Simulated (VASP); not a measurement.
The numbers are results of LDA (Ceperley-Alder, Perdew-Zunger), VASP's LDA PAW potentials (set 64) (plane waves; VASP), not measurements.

VASP input:

KPOINTS:
```
kpoints
0
gamma
  4 4 1
```

INCAR:
```
# general
SYSTEM  = CdSe
PREC    = Accurate
ENCUT   = 300   # plane-wave cut-off (eV)
LREAL   = .False.
LASPH   = .True.   # aspherical one-centre terms

# electronic loop
EDIFF   = 1E-6   # SCF stop (eV)
NELM    = 100   # most electronic steps
ALGO    = Normal   # blocked Davidson
LMAXMIX = 4

# smearing
ISMEAR  = 0
SIGMA   = 0.136   # width (eV)

# ions
ISIF    = 2

# output
LWAVE   = .False.
LCHARG  = .False.
```

**POSCAR**
```
CdSe
28.5676420
  0.1527303514   0.0000000000   0.0000000000
 -0.0763651757   0.1322683545   0.0000000000
  0.0000000000   0.0000000000   0.5000000000
Cd Se
4 4
Cart
  0.0000000000   0.0000000000   0.0000000000
  0.0000000000   0.0000000000   0.2500000000
  0.0763652520   0.0440894074   0.3750900000
 -0.0000000764   0.0881789471   0.1250900000
  0.0000000000   0.0000000000   0.4060800000
  0.0000000000   0.0000000000   0.1560800000
  0.0763652520   0.0440894074   0.2816450000
 -0.0000000764   0.0881789471   0.0316450000
```

POTCAR, in this order: Cd Se (LDA.64 set). Program: vasp_std.

At this cut-off the stress carries a Pulay error, which pulls relaxed volumes low.

Task: Predict the energy per atom (σ→0), pressure.

Result: 
```yaml
energy per atom (σ→0): -3.336 eV/atom
pressure: -3.51 GPa
```

**OSZICAR**
```
...
DAV:   7    -0.267192182978E+02    0.88824E-01   -0.12946E+00   350   0.439E+00    0.255E+00
DAV:   8    -0.266888700844E+02    0.30348E-01   -0.21669E-01   368   0.308E+00    0.521E-01
DAV:   9    -0.266882383899E+02    0.63169E-03   -0.21372E-02   359   0.118E+00    0.147E-01
DAV:  10    -0.266880192930E+02    0.21910E-03   -0.14909E-03   408   0.347E-01    0.760E-02
DAV:  11    -0.266880497518E+02   -0.30459E-04   -0.15231E-04   362   0.603E-02    0.246E-02
DAV:  12    -0.266880470329E+02    0.27188E-05   -0.40517E-05   392   0.476E-02    0.944E-03
DAV:  13    -0.266880465515E+02    0.48145E-06   -0.66977E-06   365   0.207E-02
   1 F= -.26688047E+02 E0= -.26685300E+02  d E =-.549255E-02
```

The structure was generated: CdSe was put into an ordered model structure, which need not be its known phase. The cell was not relaxed at this level. The k-mesh is coarse (spacing up to 0.44 per Å, 2π included), so the numbers may not be converged in it. The run is one of a series of settings (GGA removed, POTCAR Cd Se (LDA.64 set) against the base run), some of them coarse on purpose.
